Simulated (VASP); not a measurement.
# A slab model of a few sheets of TiS2, part 2 of 3

How does a few sheets of TiS2 behave as a surface?

VASP 6.6.1; PBEsol, no spin polarisation; plane waves and PAW (S, Ti).

So far. Step 2 (Surface relaxation): The run ended after 4 ionic steps, 0.017 eV below its first step, once the forces on the free atoms met EDIFFG = -0.03.

### Step 3. Potential and states of the slab

A static run writes the electrostatic potential without exchange and correlation (LVHAR), which is flat in the vacuum and gives the level to count from. The dipole correction cancels the field that unlike faces would set up across the vacuum.

INCAR

```
SYSTEM = TiS2
PREC = Normal
ENCUT = 300
EDIFF = 1E-06
NELM = 120
ISMEAR = 0
SIGMA = 0.05
LREAL = .FALSE.
ALGO = Fast
GGA = PS
NBANDS = 46
LASPH = .TRUE.
LORBIT = 11
LWAVE = .FALSE.
LCHARG = .TRUE.
IDIPOL = 3
LDIPOL = .TRUE.
DIPOL = 0.5 0.5 0.5
LVHAR = .TRUE.
LVACPOTAV = .TRUE.
LELF = .TRUE.
NEDOS = 1500
```

POSCAR

```
TiS2
1.0
    3.4120000000      0.0000000000      0.0000000000
   -1.7060000000      2.9548786780      0.0000000000
    0.0000000000      0.0000000000     29.2375000000
S Ti
6 3
Direct
    0.3333333330      0.6666666670      0.7427582246
    0.6666666670      0.3333333330      0.6468575485
    0.3333333330      0.6666666670      0.5479998270
    0.6666666670      0.3333333330      0.4520001730
    0.3333333330      0.6666666670      0.3531424515
    0.6666666670      0.3333333330      0.2572417754
    0.0000000000      0.0000000000      0.6946956284
    0.0000000000      0.0000000000      0.5000000000
    0.0000000000      0.0000000000      0.3053043716
```

KPOINTS

```
Automatic mesh
0
Gamma
9 9 1
0 0 0
```

KPOINTS_OPT

```
Line mode
14
Line-mode
Reciprocal
  0.00000000   0.00000000   0.00000000 GAMMA
  0.50000000   0.00000000   0.00000000 M

  0.50000000   0.00000000   0.00000000 M
  0.33333333   0.33333333   0.00000000 K

  0.33333333   0.33333333   0.00000000 K
  0.00000000   0.00000000   0.00000000 GAMMA
```

PAW data sets: S and Ti (PBE family, release 64).

Launch:

```bash
$ mpirun -np 4 vasp_std
```

Output:

```text
[banner, memory and clock lines left out]
running    4 mpi-ranks, on    1 nodes
 distrk:  each k-point on    4 cores,    1 groups
 distr:  one band on    1 cores,    4 groups

 POSCAR found type information on POSCAR S Ti
 POSCAR found :  2 types and       9 ions
 [... a notice as in an earlier step ...]

 LDA part: xc-table for (Slater+PW92), standard interpolation
|                                                                             |
|           W    W    AA    RRRRR   N    N  II  N    N   GGGG   !!!           |
|           W    W   A  A   R    R  NN   N  II  NN   N  G    G  !!!           |
|           W    W  A    A  R    R  N N  N  II  N N  N  G       !!!           |
|           W WW W  AAAAAA  RRRRR   N  N N  II  N  N N  G  GGG   !            |
|           WW  WW  A    A  R   R   N   NN  II  N   NN  G    G                |
|           W    W  A    A  R    R  N    N  II  N    N   GGGG   !!!           |
|                                                                             |
|     The number of bands has been changed from the values supplied in        |
|     The orbitals not found in the WAVECAR file will be initialized with     |
|     random numbers, which is usually adequate. For correlated               |
|     calculations, however, you should redo the groundstate calculation.     |
|     I found NBANDS = 46. Now, NBANDS = 48.                                  |
|                                                                             |

 POSCAR, INCAR and KPOINTS ok, starting setup
 FFT: planning ... GRIDC
 FFT: planning ... GRID_SOFT
 FFT: planning ... GRID
 WAVECAR not read
 entering main loop
       N       E                     dE             d eps       ncg     rms          rms(c)
DAV:   1     0.281272520591E+03    0.28127E+03   -0.12187E+04  1152   0.532E+02
DAV:   2    -0.227379049972E+02   -0.30401E+03   -0.27481E+03  1256   0.154E+02
DAV:   3    -0.724908431325E+02   -0.49753E+02   -0.48140E+02  1400   0.677E+01
DAV:   4    -0.741025939401E+02   -0.16118E+01   -0.16075E+01  1416   0.143E+01
DAV:   5    -0.741431992533E+02   -0.40605E-01   -0.40596E-01  1512   0.230E+00    0.316E+01
RMM:   6    -0.653884335603E+02    0.87548E+01   -0.30167E+01  1276   0.194E+01    0.138E+01
RMM:   7    -0.650854275844E+02    0.30301E+00   -0.51343E+00  1162   0.752E+00    0.145E+01
RMM:   8    -0.631451853614E+02    0.19402E+01   -0.59150E+00  1257   0.886E+00    0.577E+00
RMM:   9    -0.629306477400E+02    0.21454E+00   -0.84980E-01  1272   0.387E+00    0.311E+00
RMM:  10    -0.628072769371E+02    0.12337E+00   -0.10124E-01  1436   0.126E+00    0.131E+00
RMM:  11    -0.627858860617E+02    0.21391E-01   -0.43012E-02  1384   0.644E-01    0.411E-01
RMM:  12    -0.627861958132E+02   -0.30975E-03   -0.83790E-03  1444   0.317E-01    0.341E-01
RMM:  13    -0.627862265319E+02   -0.30719E-04   -0.21613E-03  1403   0.173E-01    0.169E-01
RMM:  14    -0.627862172065E+02    0.93254E-05   -0.85028E-04  1388   0.102E-01    0.690E-02
RMM:  15    -0.627861458471E+02    0.71359E-04   -0.15446E-04  1422   0.473E-02    0.497E-02
RMM:  16    -0.627861841067E+02   -0.38260E-04   -0.57988E-05  1370   0.263E-02    0.393E-02
RMM:  17    -0.627863355709E+02   -0.15146E-03   -0.20320E-04  1408   0.347E-02    0.490E-02
RMM:  18    -0.627863285678E+02    0.70030E-05   -0.17811E-05  1383   0.163E-02    0.362E-02
RMM:  19    -0.627863930798E+02   -0.64512E-04   -0.12661E-05  1365   0.104E-02    0.369E-02
RMM:  20    -0.627864394595E+02   -0.46380E-04   -0.12838E-05  1425   0.123E-02    0.993E-03
RMM:  21    -0.627864625737E+02   -0.23114E-04   -0.15187E-05  1449   0.899E-03    0.744E-03
RMM:  22    -0.627864885408E+02   -0.25967E-04   -0.20973E-06  1175   0.465E-03    0.595E-03
RMM:  23    -0.627865033636E+02   -0.14823E-04   -0.83898E-07  1008   0.266E-03    0.253E-03
RMM:  24    -0.627865209528E+02   -0.17589E-04   -0.46532E-07   983   0.205E-03    0.309E-03
RMM:  25    -0.627865327219E+02   -0.11769E-04   -0.42749E-07   993   0.166E-03    0.261E-03
RMM:  26    -0.627865342905E+02   -0.15686E-05   -0.11100E-07   803   0.981E-04    0.193E-03
RMM:  27    -0.627865349293E+02   -0.63878E-06   -0.88959E-08   856   0.915E-04
|                                                                             |
|           W    W    AA    RRRRR   N    N  II  N    N   GGGG   !!!           |
|           W    W   A  A   R    R  NN   N  II  NN   N  G    G  !!!           |
|           W    W  A    A  R    R  N N  N  II  N N  N  G       !!!           |
|           W WW W  AAAAAA  RRRRR   N  N N  II  N  N N  G  GGG   !            |
|           WW  WW  A    A  R   R   N   NN  II  N   NN  G    G                |
|           W    W  A    A  R    R  N    N  II  N    N   GGGG   !!!           |
|                                                                             |
|     Did not find any points to average over, which means that no vacuum     |
|     field-free region was found. Please increase the size of  your cell     |
|     in the dimension of the dipole correction to obtain accurate            |
|     workfunction values.                                                    |
|                                                                             |

   1 F= -.62786535E+02 E0= -.62785007E+02  d E =-.305659E-02
 Start KPOINTS_OPT (optional k-point list driver)
k-point batch [1-12\42]
       N       E                     dE             ncg
DAV:   1     0.580427147145E+03   -0.47861E+04     1160
DAV:   2    -0.256705620444E+04   -0.31475E+04     1344
DAV:   3    -0.301185217688E+04   -0.44480E+03     1376
DAV:   4    -0.302711058764E+04   -0.15258E+02     1392
DAV:   5    -0.302750913276E+04   -0.39855E+00     1448
DAV:   6    -0.302752554443E+04   -0.16412E-01     1416
DAV:   7    -0.302752619811E+04   -0.65368E-03     1520
DAV:   8    -0.302752622930E+04   -0.31199E-04     1328
DAV:   9    -0.302752623076E+04   -0.14598E-05     1016
DAV:  10    -0.302752623091E+04   -0.14761E-06      872
[...]
k-point batch [37-42\42]
       N       E                     dE             ncg
DAV:   1     0.627781583542E+04   -0.40111E+03      584
DAV:   2     0.468578604181E+04   -0.15920E+04      688
DAV:   3     0.446117461846E+04   -0.22461E+03      696
DAV:   4     0.445304108037E+04   -0.81335E+01      664
DAV:   5     0.445278643760E+04   -0.25464E+00      784
DAV:   6     0.445277673472E+04   -0.97029E-02      696
DAV:   7     0.445277630581E+04   -0.42891E-03      816
DAV:   8     0.445277628903E+04   -0.16783E-04      656
DAV:   9     0.445277628884E+04   -0.19053E-06      464
```

Elapsed: 42 s, on 4 MPI ranks of AMD EPYC 7R43, shared host; peak memory 0.49 GiB; 2.7 min of CPU time.

From OUTCAR (step 3):

```text
The static configuration has the point symmetry D_3d.

 Found     12 irreducible k-points:

   k-points           NKPTS =     12   k-points in BZ     NKDIM =     12   number of bands    NBANDS=     48

   NELECT =      48.0000    total number of electrons

 dipolmoment           0.000000      0.000000     -0.000000 electrons x Angstroem

 E-fermi :  -0.2440

 k-point     1 :       0.0000    0.0000    0.0000
  band No.  band energies     occupation
    ...
     16      -2.2676      2.00000
     17      -1.4838      2.00000
     18      -0.6602      2.00000
     19      -0.2727      1.58311
     20      -0.2724      1.57902
     21      -0.2149      0.41018
     22      -0.2146      0.40612
     23      -0.1567      0.01353
     24      -0.1564      0.01326
     25       0.1397      0.00000
    ...

 k-point     2 :       0.1111    0.0000    0.0000
  band No.  band energies     occupation
    ...
     20      -1.1571      2.00000
     21      -0.8702      2.00000
     22      -0.8153      2.00000
     23      -0.7510      2.00000
     24      -0.5707      2.00000
     25       0.3281      0.00000
     26       0.3403      0.00000
     27       0.3643      0.00000
     28       0.6997      0.00000
     29       0.7064      0.00000
    ...

  Total       -3.9881390     -3.9881390     -0.5634688      0.0000000      0.0000000      0.0000000
  in kB      -21.6766396    -21.6766396     -3.0626090      0.0000000      0.0000000      0.0000000
  external PRESSURE =     -15.4719628 kB  Pullay stress =       0.0000000 kB

 POSITION                                       TOTAL-FORCE (eV/Angst)
 -----------------------------------------------------------------------------------
     -0.00000      1.96992     21.71639         0.000000     -0.000000     -0.019167
      1.70600      0.98496     18.91250        -0.000000     -0.000000     -0.019004
     -0.00000      1.96992     16.02214        -0.000000      0.000000      0.001367
      1.70600      0.98496     13.21536        -0.000000     -0.000000     -0.001367
     -0.00000      1.96992     10.32500         0.000000      0.000000      0.019004
      1.70600      0.98496      7.52111        -0.000000      0.000000      0.019167
      0.00000      0.00000     20.31116         0.000000      0.000000      0.016015
      0.00000      0.00000     14.61875         0.000000      0.000000     -0.000000
      0.00000      0.00000      8.92634         0.000000     -0.000000     -0.016015
 -----------------------------------------------------------------------------------
    total drift:                               -0.000000      0.000000     -0.000000

  FREE ENERGIE OF THE ION-ELECTRON SYSTEM (eV)
  ---------------------------------------------------
  free  energy   TOTEN  =       -62.7865349293 eV

  energy  without entropy=      -62.7834783358  energy(sigma->0) =      -62.78500663

 vacuum level on the upper side and lower side of the slab         5.581         5.581

 total charge
# of ion       s       p       d       tot
------------------------------------------
    1        1.351   2.354   0.000   3.704
    2        1.351   2.350   0.000   3.701
    3        1.351   2.349   0.000   3.700
    4        1.351   2.349   0.000   3.700
    5        1.351   2.350   0.000   3.701
    6        1.351   2.354   0.000   3.704
    7        0.458   0.795   2.450   3.703
    8        0.457   0.791   2.454   3.701
    9        0.458   0.795   2.450   3.703
--------------------------------------------------
tot          9.480  16.485   7.354  33.318

[... 6 parts as in an earlier step ...]

[... 6 further parts left out ...]
```

This step gave:

```yaml
electronic_cycles: 27
fermi_energy: -0.244 eV
dos_at_the_fermi_level: 2.470 states/eV/cell
vacuum_levels: 5.581, 5.581 eV
work_functions_of_the_upper_and_lower_face: 5.825, 5.825 eV
```

The electronic bands at the labelled points (eV, zero at the Fermi level; # counts the bands kept, so #1 is VASP's band 7):

```csv
point,#15,#16,#17,#18,#19,#20,#21,#22
Γ,0.03,0.03,0.09,0.09,0.38,0.38,0.39,0.39
0.54 of the way,-1.30,-1.21,-1.08,-0.76,0.26,0.33,0.40,1.42
M,-1.53,-1.45,-1.43,-1.32,-0.04,0.07,0.16,1.41
0.54 of the way,-2.27,-2.20,-2.01,-1.79,0.66,0.75,0.86,1.50
K,-2.40,-2.40,-2.25,-2.25,1.04,1.04,1.07,1.46
0.46 of the way,-2.15,-1.25,-1.14,-1.06,0.70,0.75,0.83,1.22
Γ,0.03,0.03,0.09,0.09,0.38,0.38,0.39,0.39
```

Of the projections kept (S, Ti), the largest for each band there; the rest of the weight can lie on other orbitals:

```csv
point,#15,#16,#17,#18,#19,#20,#21,#22
Γ,S 0.91,S 0.91,S 0.91,S 0.91,Ti 0.99,Ti 0.99,Ti 0.99,Ti 0.99
M,S 0.79,S 0.79,S 0.78,S 0.78,Ti 0.90,Ti 0.86,Ti 0.85,Ti 1.00
K,S 0.60,S 0.60,S 0.58,S 0.58,Ti 0.98,Ti 0.98,Ti 0.98,Ti 0.91
Γ,S 0.91,S 0.91,S 0.91,S 0.91,Ti 0.99,Ti 0.99,Ti 0.99,Ti 0.99
```

The density of states has structure finer than the step of the table below, so its rows give means over 1 eV, whole bins alone (the curve runs from -12.0 to 7.96 eV). Peaks (eV: height): total -11.9: 25.5, -2.8: 29.9, 1.5: 28.3, 1.7: 20.7; S s -11.9: 17.1; S p -4.3: 5.71, -2.8: 11.0, -1.9: 6.15, -1.4: 4.60; Ti s -5.2: 0.818, -4.7: 1.29, 7.1: 1.14, 7.6: 1.13; Ti p -4.3: 1.22, 6.8: 1.07, 7.6: 2.35, 7.8: 1.34.

Means over bins of 0.067 eV. Density of states against energy, zero at the Fermi level; means over each step; values in states/eV/cell:

```csv
energy (eV),total,S s,S p,Ti s,Ti p,Ti d
-6,0,0,0,0,0,0
-5,3.68,0.0425,1.21,0.404,0.0869,0.477
-4,7.76,0.147,2.72,0.333,0.522,1.14
-3,12.2,0.0898,4.50,0.186,0.496,3.52
-2,6.79,0.0868,2.97,0.0831,0.500,1.02
-1,5.04,0.0337,2.40,0.0134,0.379,0.653
0,2.77,0.0191,0.511,0.0345,0.0486,1.59
1,9.08,0.0266,0.949,0.0531,0.134,6.78
2,6.72,0.0116,0.571,0.0810,0.0818,5.45
3,7.36,0.141,1.25,0.0120,0.0535,4.30
4,4.65,0.0887,0.892,0.0181,0.0290,2.86
5,0.0428,0.00129,7.6e-4,6.3e-4,9.8e-5,1.7e-4
6,2.07,0.0835,0.0624,0.0553,0.203,0.0430
7,5.68,0.196,0.233,0.434,0.632,0.181
```

Zero at the Fermi level. Planar average of the electrostatic potential against height:

height (Å), planar average of the electrostatic potential (eV) and a bar from the least value:
```
        0        5.8 ##############################
        1        5.8 ##############################
        2        5.8 ##############################
        3        5.8 ##############################
        4        5.8 ##############################
        5        5.8 ##############################
        6        5.5 #############################
        7       -3.2 ###############
        8       -7.6 #######
        9       -3.6 ##############
       10      -10.0 ###
       11        0.2 ####################
       12        4.7 ############################
       13       -9.8 ####
       14       -3.7 ##############
       15       -3.3 ###############
       16      -11.9 
       17        3.7 ##########################
       18        3.3 ##########################
       19      -11.9 
       20       -3.4 ##############
       21       -4.1 #############
       22       -8.5 ######
       23        5.1 #############################
       24        5.8 ##############################
       25        5.8 ##############################
       26        5.8 ##############################
       27        5.8 ##############################
       28        5.8 ##############################
       29        5.8 ##############################
```

Density of states in the PAW spheres, an atom over height of the layer and energy from the Fermi level.

Ten even steps from '0' (0.00 states/eV) to '9' (2.23 states/eV), each cell a mean:
```
070060070
010010010
000000000
000000000
222222222
212212212
332232233
121222121
595595595
232232232
121121121
231121132
232232232
121121121
010010010
000000000
000000000
000000000
000000000
000000000
000000000
000000000
```
Columns: height of the layer (Å) from 7.5 to 21.7 (not evenly spaced); rows upwards: energy from the Fermi level (eV) from -7.9 to 0.5.

Electrostatic potential energy in the ca plane at fractional y = 0.000, with atoms of Ti within 0.2 Å of it. With pseudopotentials it is smooth inside the atoms' cores, unlike the true potential.

Ten even steps from '0' (-13 eV) to '9' (6 eV), each cell a mean:
```
99999999999999999998741000147999999863100025
99999999999999999998753111367899999874211246
99999999999999999987665434567889998766533466
99999999999999999986556777655689987656777765
99999999999999999976557777655689987555777765
99999999999999999987666555666789998666655666
99999999999999999998764222467899998875322356
99999999999999999998742000257899999874100136
99999999999999999998731000147999999863000025
```
Columns run along c (16.0 Å, from fractional 0.01 to 0.55 of the cell; values clipped at the 3rd and 97th percentile), rows up along a (3.4 Å). Atoms in or near the plane, at fractional coordinates: Ti at (0.50, 0.00), Ti at (0.31, 0.00).

Valence density in the ca plane at fractional y = 0.000, with atoms of Ti within 0.2 Å of it. It is the smooth field of the valence electrons, not physical close to the nuclei.

Values in units of 1e-1 e/Å³, 5 rows by 16 columns, each cell a mean:
```
0.0 0.0 0.0 0.0 0.0 0.0 0.4 1.4 5.0 3.7 1.1 0.3 0.6 1.8 6.0 2.4
0.0 0.0 0.0 0.0 0.0 0.1 0.9 3.1 2.2 2.6 2.8 0.7 1.6 3.2 2.0 3.0
0.0 0.0 0.0 0.0 0.0 0.1 1.3 4.3 2.3 2.9 3.9 0.9 2.3 4.2 1.9 3.7
0.0 0.0 0.0 0.0 0.0 0.1 0.7 2.5 2.5 2.6 2.2 0.5 1.2 2.7 2.5 2.7
0.0 0.0 0.0 0.0 0.0 0.0 0.3 1.1 6.0 4.2 0.9 0.2 0.5 1.6 7.5 2.4
```
Columns run along c (16.0 Å, from fractional 0.01 to 0.55 of the cell), rows up along a (3.4 Å). Atoms in or near the plane, at fractional coordinates: Ti at (0.50, 0.00), Ti at (0.31, 0.00).

ELF in the ca plane at fractional y = 0.000, with atoms of Ti within 0.2 Å of it. It is the smooth field of the valence electrons, not physical close to the nuclei.

Values, 5 rows by 16 columns, each cell a mean:
```
0.00 0.00 0.00 0.00 0.00 0.06 0.08 0.23 0.09 0.07 0.23 0.06 0.10 0.22 0.04 0.14
0.00 0.00 0.00 0.00 0.00 0.12 0.37 0.70 0.41 0.36 0.69 0.24 0.39 0.70 0.25 0.54
0.00 0.00 0.00 0.00 0.00 0.20 0.53 0.78 0.52 0.48 0.78 0.32 0.49 0.77 0.37 0.64
0.00 0.00 0.00 0.00 0.01 0.05 0.25 0.56 0.29 0.25 0.57 0.17 0.28 0.55 0.16 0.41
0.00 0.00 0.00 0.00 0.02 0.02 0.03 0.12 0.03 0.02 0.11 0.03 0.05 0.10 0.01 0.05
```
Columns run along c (16.0 Å, from fractional 0.01 to 0.55 of the cell), rows up along a (3.4 Å). Atoms in or near the plane, at fractional coordinates: Ti at (0.50, 0.00), Ti at (0.31, 0.00).

The map of layer states is cut here 0.5 eV above the Fermi level, so it leaves out the states above that.

The vacuum level lies 5.83 eV above the Fermi level at the upper face; both faces agree, as the slab has next to no dipole.

The program found no field-free point at its default tolerance, but its printed level agrees with the flat part of the planar average.

On this mesh the fine structure of the density of states is sampling noise, and high empty states may be cut by the number of bands.

### Step 4. Derived quantities

This step: slab, PBEsol; plane waves and PAW (VASP 6.6.1).

No new run; the numbers come from the runs before.

(Continued in part 3 of 3.)

[Lines on the potential files, build, host, timing and source positions are cut from VASP's logs without a mark.]

[Logs are printed without paths, hosts, clocks, repeated set-up lines and the standing remarks that a program may print on its own settings, such as how far it seeks lower states.]

[Hosts, paths, dates, database ids (printed as entryN), source tags and the programs' standing remarks are cut or masked in the printed files.]

[In band tables of VASP the shares of atoms and orbitals are scaled to a sum of 1 inside the atoms' spheres.]

[Runs that stopped without an error message from VASP are left out.]
